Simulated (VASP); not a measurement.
## Bi2Se3: work function with PBE0

Sheet: Bi2Se3, a sheet with vacuum.

```
Se Bi
1.0
     4.12469    0.00000    0.00000
    -2.06235    3.57209    0.00000
     0.00000    0.00000   23.02000
Se Bi
3 2
Cartesian
  2.0623 1.1907 7.9908
  0.0000 0.0000 11.5100
  0.0000 2.3814 15.0292
  0.0000 2.3814 9.5717
  2.0623 1.1907 13.4483
```

The cell was built by a generator and needn't be a form met in nature.

```json
{"Program": "VASP 6.6.1", "Task": "work function", "Functional": "PBE0", "Potentials or basis": "VASP PAW PBE potentials, release 64 (Se, Bi_d)", "Cutoff": "520 eV", "k mesh": "6 × 6 × 1", "Occupations": "gaussian, width 0.03 eV", "Spin": "no spin polarisation", "Grid for exact exchange (PRECFOCK)": "Fast", "Exchange at q = 0": "default", "Dipole correction": "yes", "Further INCAR settings": "ALGO = Normal; EDIFF = 1e-07"}
```

```yaml
Largest_force: 0.262 eV/Å
Band_gap_on_the_k_mesh: 2.18 eV, indirect (least direct gap 2.39 eV)
Ionisation_potential_of_the_upper_face: 6.80 eV
```

Forces on the atoms (eV/Å):
```
Se   0.000  0.000  0.243
Se   0.000  0.000  0.000
Se   0.000  0.000 -0.243
Bi   0.000  0.000 -0.262
Bi   0.000  0.000  0.262
```

Levels at points of the mesh, in eV from the valence-band top:
```
           k point  band 22  band 23  band 24  band 25  band 26  band 27
(0.00, 0.00, 0.00)    -0.72    -0.72    -0.21     2.18     3.45     3.45
(0.50, 0.00, 0.00)    -1.19    -0.92    -0.54     2.98     4.17     4.21
```

Run time: 32 min on 4 MPI ranks on Intel(R) Xeon(R) Platinum 8259CL CPU @ 2.50GHz (Skylake/Cascade Lake), on a shared host, peak memory 0.52 GiB a rank.

Caveat: the PAW data sets were made with another functional, which shifts forces and pressure a little; spin-orbit coupling is left out, which as a rule narrows the gap of such compounds by several tenths of an eV.
